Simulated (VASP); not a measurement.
Input for VASP

INCAR:
```
! general
SYSTEM  = CsBr
PREC    = Accurate
ENCUT   = 520
LREAL   = .FALSE.
LASPH   = .TRUE.

! electronic loop
EDIFF   = 1E-7
NELM    = 100
ALGO    = Normal   ! blocked Davidson
LMAXMIX = 4   ! l cut-off of mixed one-centre charges

! smearing
ISMEAR  = 0
SIGMA   = 0.05   ! width (eV)

! functional
GGA     = PE   ! PBE

! ions
ISIF    = 2   ! forces and stress, cell fixed

! output
LWAVE   = .FALSE.
LCHARG  = .FALSE.
```

KPOINTS:
```
Automatic mesh
0
gamma
 6 6 6
```

### POSCAR
```
CsBr
1
    4.4342844187     0.0000000000     0.0000000000
    0.0000000000     4.4342844187     0.0000000000
    0.0000000000     0.0000000000     4.4342844187
Cs Br
1 1
Direct
  0.0000000000   0.0000000000   0.0000000000
  0.5000000000   0.5000000000   0.5000000000
```

POTCAR, in this order: Cs_sv Br (PBE.64 set). Program: vasp_std.

Question: Translate this PBE calculation to Ansatz.

Answer: One equivalent input (not run):
Ansatz 0.2 input:
```yaml
crystal:
  lattice:
    - [4.4342844, 0.0000000, 0.0000000]
    - [0.0000000, 4.4342844, 0.0000000]
    - [0.0000000, 0.0000000, 4.4342844]
  atoms:
    - { symbol: Cs, position: [0.0000000, 0.0000000, 0.0000000] }
    - { symbol: Br, position: [0.5000000, 0.5000000, 0.5000000] }
kpoints:
  mp_grid: { grid: [6, 6, 6] }
hamiltonian:
  xc: pbe
  pseudopotentials: { kind: paw }
scf:
  occupations: { method: gaussian, width: 0.05 }
  max_iter: 100
output: { forces: true, stress: true, eigenvalues: true }
```
The two are equivalent in intent, not identical: each code has its own PAW files, so the cut-off isn't converted (ENCUT is set for VASP's; basis.ecutwfc is left out, and Ansatz then takes the one that its files recommend); Ansatz stops its SCF on the density residual and VASP on the energy change (EDIFF).

The compound is CsBr in the CsCl type structure. This cell is one point of a volume scan, at 1.03 of the reference volume.
